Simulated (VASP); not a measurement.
Given:

```xyz
6
Lattice="-3.2450 4.5488 2.9325 3.2450 -4.5488 2.9325 3.2450 4.5488 -2.9325" Properties=species:S:1:pos:R:3 pbc="T T T"
Si     0.0000     0.0000     4.3988
Si     0.0000     0.0000     1.4663
Se     1.2926    -1.1961     2.9325
Se     1.9524     5.7449     0.0000
Se     1.2926     1.1961     0.0000
Se     1.9524     3.3527     2.9325
```

Method: PBEsol GGA, VASP's PBE PAW potentials (set 64) (plane waves; VASP 6.6.1). Numerical set-up: 400 eV cut-off, 9×9×9 Γ-centred mesh, Gaussian smearing of 0.010 eV, potentials Si Se.

Without a dispersion term in the relaxation, distances and binding between the weakly bound layers, chains or molecules are unreliable, and so is what depends on them.

Problem. What does the run give for the energy per atom (σ→0)?

Solution. 
```json
{
 "energy per atom (σ→0)": "-4887 meV/atom"
}
```

The structure comes from a computed database's SiSe2 entry (Ibam); how it stands against other phases isn't given here. It was relaxed first, which changed the volume by -8 %.
